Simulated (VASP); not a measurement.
A cell of Y (hcp) near equilibrium:

```
Y
1.0
    1.84210    -3.19060     0.00000
    1.84210     3.19060     0.00000
    0.00000     0.00000     5.67525
Y
2
Direct
  0.33333   0.66667   0.25000
  0.66667   0.33333   0.75000
```

Computed with r2SCAN meta-GGA, VASP's PBE PAW potentials (set 64) (plane waves; VASP).

```csv
run,ΔE (meV/atom),σxx,σyy,σzz,"largest shear component, with its sign (GPa)",largest force (eV/Å)
as it is,0.0,0.00,0.00,0.00,0.00,0.000
after one change,16.1,2.85,2.85,2.55,0.00,0.000
```
Stress is in GPa, positive when the cell is compressed.

### Question
Name the change that produced these shifts.
A) atom 1 (Y) moved by -0.025 Å along x
B) isotropic strain of -2.0 %
C) uniaxial strain of -1.5 % along z
D) atom 1 (Y) moved by 0.025 Å along x

### Answer
B, isotropic strain of -2.0 %

The compound is Y in the hcp structure.
